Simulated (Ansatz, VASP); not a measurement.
Given: the input of a run of Ansatz 0.2.0 on KPt. The cell comes from a database or a generator and needn't be the stable form of this composition.

Contents of input.yaml:

```yaml
crystal:
  lattice:
    - [3.0008472788, 0.0, 0.0]
    - [-1.5004236394, 2.5988099763, 0.0]
    - [0.0, 0.0, 5.345578]
  atoms:
    - { symbol: Pt, position: [0.6666666667, 0.3333333333, 0.0] }
    - { symbol: K, position: [0.0, 0.0, 0.5] }
hamiltonian:
  xc: rpbe
  pseudopotentials: { kind: paw }
kpoints:
  mp_grid: { grid: [10, 10, 5] }
scf:
  occupations: { method: gaussian, width: 0.02 }
output:
  forces: true
  stress: true
  eigenvalues: true
  write_density: true
  write_potential: true
  elf: true
  volumetric_format: npy
```

Potentials or basis: Ansatz PAW.

Launch:

```sh
$ ansatz run input.yaml --threads 2 --pin off --max-ram 5632MiB --backend cpu --events-out ev --progress --plain --runs-dir out
```

Task: Translate it to VASP 6.6.1. Potentials or basis there: PBE PAW files K_sv, Pt, 520 eV.

Result: As run (cutoffs and basis follow the program's own potentials, and thresholds, step limits or extra output files can differ):

The input INCAR:

```
ALGO     = Fast           # electronic algorithm
EDIFF    = 1E-7           # SCF threshold, eV
ENCUT    = 520            # plane-wave cutoff, eV
GGA      = RP             # functional
ISIF     = 2              # what is computed and relaxed
ISMEAR   = 0              # smearing method
LASPH    = True           # aspherical terms in the spheres
LCHARG   = False          # write CHGCAR
LREAL    = False          # projectors in reciprocal space
LWAVE    = False          # write WAVECAR
NBANDS   = 16             # bands
NELM     = 60             # most SCF steps
PREC     = Accurate       # precision mode
SIGMA    = 0.02           # smearing width, eV
```

KPOINTS

```
k-points
0
Gamma
  10 10 5
```

File POSCAR:

```
KPt
1.0
    3.0008472788      0.0000000000      0.0000000000
   -1.5004236394      2.5988099763      0.0000000000
    0.0000000000      0.0000000000      5.3455780000
Pt K
1 1
Direct
    0.6666666667      0.3333333333      0.0000000000
    0.0000000000      0.0000000000      0.5000000000
```

Potentials or basis: VASP PAW PBE potentials, release 64 (Pt, K_sv).

Run with:

```console
$ cat potpaw_PBE.64/Pt/POTCAR potpaw_PBE.64/K_sv/POTCAR > POTCAR
$ mpirun -np 1 vasp_std > vasp.out
```

Both were run:

|  | Ansatz | VASP |
| --- | --- | --- |
| Pressure | 3.3 GPa | 3.4 GPa |

Ansatz's pressure holds a Pulay term of +0.03 GPa for its cutoff of 420 eV, which the other run lacks.

The potentials hold 27 and 19 valence electrons a cell.

Ansatz's potentials were made for PBE. VASP's potentials were made for PBE.

Where Ansatz's input types no cutoff or centring, it takes its own default and a Γ-centred mesh.

Pressure is positive in compression.
